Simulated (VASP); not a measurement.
Input for VASP

**POSCAR**
```
VS
6.5231520
  0.5679214588   0.0000000000   0.0000000000
  0.0000000000   0.5679214588   0.0000000000
  0.0000000000   0.0000000000   1.0000000000
V S
2 2
Direct
  0.0000000000   0.5000000000   0.0000000000
  0.5000000000   0.0000000000   0.5000000000
  0.0000000000   0.0000000000   0.2500000000
  0.0000000000   0.0000000000   0.7500000000
```

**KPOINTS**
```
Automatic mesh
0
Gamma
5 5 3
0 0 0
```

### INCAR
```
GGA = PE   # PBE
ALGO = Normal
ISMEAR = 0
SIGMA = 0.05
SYSTEM = VS
LCHARG = .False.
NELM = 100   # most electronic steps
PREC = Accurate
ISIF = 2
MAGMOM = 2*2.0 2*0.0
LORBIT = 10
ENCUT = 520   # plane-wave cut-off (eV)
EDIFF = 1E-6   # SCF stop (eV)
ISPIN = 2   # spin-polarised
LMAXMIX = 4
LREAL = .False.   # projection in real space or not
LASPH = .True.
LWAVE = .False.
```

POTCAR, in this order: V_sv S (PBE.64 set). Program: vasp_std.

**Question.** Write an equivalent input for Quantum ESPRESSO's pw.x.

**Answer.** One equivalent input (not run):
```
&CONTROL
  calculation = 'scf'
  pseudo_dir = './pseudo'
  outdir = './out'
  tprnfor = .true.
  tstress = .true.
/
&SYSTEM
  ibrav = 0
  nat = 4
  ntyp = 2
  ecutwfc = 84
  occupations = 'smearing'
  smearing = 'gaussian'
  degauss = 0.003675
  input_dft = 'pbe'
  nspin = 2
  starting_magnetization(1) = 0.2
/
&ELECTRONS
  conv_thr = 7.3e-08
  electron_maxstep = 100
/
ATOMIC_SPECIES
  V 50.941 V.upf
  S 32.060 S.upf
CELL_PARAMETERS angstrom
     3.7046380    0.0000000    0.0000000
     0.0000000    3.7046380    0.0000000
     0.0000000    0.0000000    6.5231520
ATOMIC_POSITIONS crystal
  V    0.0000000  0.5000000  0.0000000
  V    0.5000000  0.0000000  0.5000000
  S    0.0000000  0.0000000  0.2500000
  S    0.0000000  0.0000000  0.7500000
K_POINTS automatic
  5 5 3 0 0 0
```
What does not carry over: the potentials are each code's own (VASP's PAW set, PseudoDojo norm-conserving files in pw.x), so ENCUT and ecutwfc are chosen apart and not converted; conv_thr bounds pw.x's estimated SCF error, while EDIFF bounds the energy change between steps; starting_magnetization is a fraction of the valence charge and MAGMOM a moment in μB, so they match only roughly.

The structure was generated: VS was put into the PtS type (P4_2/mmc), which need not be its known phase. The cell was not relaxed at this level. The k-mesh is coarse (spacing up to 0.34 per Å, 2π included), so the numbers may not be converged in it.
